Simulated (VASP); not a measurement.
An input for Quantum ESPRESSO's pw.x (written as the equivalent of a VASP run, and not itself run):

```
&CONTROL
  calculation = 'scf'
  pseudo_dir = './pseudo'
  outdir = './out'
  tprnfor = .true.
  tstress = .true.
/
&SYSTEM
  ibrav = 0
  nat = 2
  ntyp = 2
  ecutwfc = 96
  occupations = 'smearing'
  smearing = 'gaussian'
  degauss = 0.01999
  input_dft = 'pz'
  nspin = 2
  starting_magnetization(2) = 0.4
/
&ELECTRONS
  conv_thr = 7.3e-07
  electron_maxstep = 100
/
ATOMIC_SPECIES
  S 32.060 S.upf
  Mn 54.938 Mn.upf
CELL_PARAMETERS angstrom
     0.0000000    2.4975160    2.4975160
     2.4975160    0.0000000    2.4975160
     2.4975160    2.4975160    0.0000000
ATOMIC_POSITIONS crystal
  S    0.0000000  0.0000000  0.0000000
  Mn   0.5000000  0.5000000  0.5000000
K_POINTS automatic
  11 11 11 0 0 0
```

**Question.** Write the VASP files for the same calculation (LDA).

**Answer.** Several could match; the one computed here: 
### POSCAR
```
MnS
1
    0.0000000000     2.4975160000     2.4975160000
    2.4975160000     0.0000000000     2.4975160000
    2.4975160000     2.4975160000     0.0000000000
S Mn
1 1
Direct
  0.0000000000   0.0000000000   0.0000000000
  0.5000000000   0.5000000000   0.5000000000
```

File KPOINTS:
```
Automatic mesh
0
gamma
  11 11 11
```

INCAR:
```
SYSTEM = MnS
PREC = Accurate
ENCUT = 300
EDIFF = 1E-05
NELM = 100
ALGO = Normal
LREAL = .FALSE.
LASPH = .TRUE.
ISMEAR = 0
SIGMA = 0.272
LMAXMIX = 4
LWAVE = .FALSE.
LCHARG = .FALSE.
ISIF = 2
ISPIN = 2
MAGMOM = 0.0 4.0
LORBIT = 11
```

POTCAR, in this order: S Mn_pv (LDA.64 set). Program: vasp_std.

What does not carry over: the potentials are each code's own (VASP's PAW set, PseudoDojo norm-conserving files in pw.x), so ENCUT and ecutwfc are chosen apart and not converted; conv_thr bounds pw.x's estimated SCF error, while EDIFF bounds the energy change between steps; starting_magnetization is a fraction of the valence charge and MAGMOM a moment in μB, so they match only roughly.

The structure was generated: MnS was put into an ordered model structure, which need not be its known phase. The cell was not relaxed at this level. The run is one of a series of settings (EDIFF = 1E-05 against the base run), some of them coarse on purpose.
